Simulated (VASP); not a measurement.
Method: PBEsol GGA, VASP's PBE PAW potentials (set 64) (plane waves; VASP).

Input for VASP

File KPOINTS:
```
Automatic mesh
0
Gamma
12 12 12
0 0 0
```

### POSCAR
```
CuF
1
    2.6960836355     0.0000000000    -0.0000000000
   -0.0000000000     2.6960836355     0.0000000000
   -0.0000000000    -0.0000000000     2.6960836355
Cu F
1 1
Direct
  0.0000000000   0.0000000000   0.0000000000
  0.5000000000   0.5000000000   0.5000000000
```

### INCAR
```
IBRION = 2
ISIF = 3
EDIFFG = -0.01   ! ionic stop
NSW = 60
LREAL = .FALSE.
LASPH = .TRUE.
SYSTEM = CuF
ENCUT = 520
SIGMA = 0.1   ! width (eV)
GGA = PS
ALGO = Normal   ! blocked Davidson
EDIFF = 1E-6
LCHARG = .FALSE.
LMAXMIX = 4   ! l cut-off of mixed one-centre charges
NELM = 100   ! most electronic steps
PREC = Accurate
LWAVE = .FALSE.
ISMEAR = 1
```

POTCAR, in this order: Cu F (PBE.64 set). Program: vasp_std.

The run wrote:

### OSZICAR
```
       N       E                     dE             d eps       ncg     rms          rms(c)
DAV:   1     0.123850050380E+03    0.12385E+03   -0.98870E+03  2329   0.223E+03
DAV:   2     0.422013898694E+00   -0.12343E+03   -0.11304E+03  2269   0.359E+02
DAV:   3    -0.834560948191E+01   -0.87676E+01   -0.84212E+01  2575   0.107E+02
DAV:   4    -0.845838056112E+01   -0.11277E+00   -0.11250E+00  2487   0.119E+01
DAV:   5    -0.846001776296E+01   -0.16372E-02   -0.16371E-02  2861   0.142E+00    0.618E+00
DAV:   6    -0.817533138155E+01    0.28469E+00   -0.62985E+00  2814   0.671E+01    0.545E+00
DAV:   7    -0.764578326465E+01    0.52955E+00   -0.16442E+00  2535   0.476E+01    0.116E+00
DAV:   8    -0.764532422902E+01    0.45904E-03   -0.16857E-01  2862   0.544E+00    0.396E-01
DAV:   9    -0.763980313368E+01    0.55211E-02   -0.54045E-03  3579   0.235E+00    0.124E-01
DAV:  10    -0.763970689621E+01    0.96237E-04   -0.86765E-04  2805   0.365E-01    0.869E-02
DAV:  11    -0.763968454103E+01    0.22355E-04   -0.60228E-04  3209   0.657E-01    0.529E-02
DAV:  12    -0.763964694586E+01    0.37595E-04   -0.85098E-05  3111   0.256E-01    0.863E-03
DAV:  13    -0.763964673877E+01    0.20709E-06   -0.10866E-05  2445   0.369E-02    0.167E-03
DAV:  14    -0.763964670111E+01    0.37661E-07   -0.18841E-07  1302   0.940E-03
   1 F= -.76396467E+01 E0= -.76403186E+01  d E =-.763965E+01
       N       E                     dE             d eps       ncg     rms          rms(c)
DAV:   1    -0.809118574152E+01   -0.45154E+00   -0.73812E+00  2208   0.603E+01    0.532E+00
DAV:   2    -0.772220779917E+01    0.36898E+00   -0.25051E+00  2218   0.359E+01    0.155E+00
DAV:   3    -0.767127910260E+01    0.50929E-01   -0.37641E-01  2404   0.184E+01    0.119E+00
DAV:   4    -0.765371989250E+01    0.17559E-01   -0.22561E-02  2697   0.508E+00    0.503E-01
DAV:   5    -0.764888034112E+01    0.48396E-02   -0.45127E-03  3221   0.158E+00    0.117E-01
DAV:   6    -0.764872125043E+01    0.15909E-03   -0.57551E-04  3288   0.646E-01    0.199E-02
DAV:   7    -0.764872120893E+01    0.41497E-07   -0.30255E-05  2556   0.777E-02    0.130E-02
DAV:   8    -0.764871936105E+01    0.18479E-05   -0.83748E-06  2571   0.919E-02    0.229E-03
DAV:   9    -0.764871928560E+01    0.75444E-07   -0.50159E-07  1202   0.206E-02
   2 F= -.76487193E+01 E0= -.76495214E+01  d E =-.907258E-02
       N       E                     dE             d eps       ncg     rms          rms(c)
DAV:   1    -0.766041997820E+01   -0.11701E-01   -0.17546E-01  2208   0.895E+00    0.881E-01
DAV:   2    -0.765245319529E+01    0.79668E-02   -0.69621E-02  2194   0.664E+00    0.392E-01
DAV:   3    -0.764963388853E+01    0.28193E-02   -0.15994E-02  2339   0.399E+00    0.212E-01
DAV:   4    -0.764911758951E+01    0.51630E-03   -0.78150E-04  2805   0.850E-01    0.797E-02
DAV:   5    -0.764900461396E+01    0.11298E-03   -0.14440E-04  3236   0.225E-01    0.216E-02
DAV:   6    -0.764899880603E+01    0.58079E-05   -0.15427E-05  3177   0.648E-02    0.428E-03
DAV:   7    -0.764899860299E+01    0.20304E-06   -0.81011E-07  1493   0.144E-02
   3 F= -.76489986E+01 E0= -.76497757E+01  d E =-.935190E-02
```

File OUTCAR:
```
------------------------ aborting loop because EDIFF is reached ----------------------------------------
  FORCE on cell =-STRESS in cart. coord.  units (eV):
  Direction    XX          YY          ZZ          XY          YZ          ZX
  --------------------------------------------------------------------------------------
  Total        0.0046644      0.0046644      0.0046644      0.0000000      0.0000000      0.0000000
  in kB        0.3686673      0.3686673      0.3686673      0.0000000      0.0000000      0.0000000
  external PRESSURE =       0.3686673 kB  Pullay stress =       0.0000000 kB
  volume of cell :       20.27
      direct lattice vectors                 reciprocal lattice vectors
     2.726608839  0.000000000  0.000000000     0.366755945  0.000000000 -0.000000000
    -0.000000000  2.726608839  0.000000000    -0.000000000  0.366755945  0.000000000
     0.000000000 -0.000000000  2.726608839    -0.000000000 -0.000000000  0.366755945
 POSITION                                       TOTAL-FORCE (eV/Angst)
 -----------------------------------------------------------------------------------
      0.00000      0.00000      0.00000         0.000000      0.000000      0.000000
      1.36330      1.36330      1.36330        -0.000000     -0.000000      0.000000
 -----------------------------------------------------------------------------------
    total drift:                               -0.000000      0.000000      0.000000
  FREE ENERGIE OF THE ION-ELECTRON SYSTEM (eV)
  ---------------------------------------------------
  free  energy   TOTEN  =        -7.6489986030 eV

  energy  without entropy=       -7.6513300123  energy(sigma->0) =       -7.64977574

 reached required accuracy - stopping structural energy minimisation
```
(Selected blocks of OUTCAR.)

### CONTCAR
```
CuF
   1.00000000000000
     2.7266088386181275    0.0000000000000000    0.0000000000000000
    -0.0000000000000000    2.7266088386181275    0.0000000000000000
     0.0000000000000000   -0.0000000000000000    2.7266088386181275
  Cu              F
     1     1
Direct
     0.0000000000000000    0.0000000000000000    0.0000000000000000
     0.5000000000000000    0.5000000000000000    0.5000000000000000
```

Energy and stress use the plane-wave basis of the starting cell.

The structure was generated: CuF was put into the CsCl type type (Pm-3m), which need not be its known phase. This run relaxes it. Symmetry was kept, so distortions that lower it aren't found. The start is the result of an earlier pass.
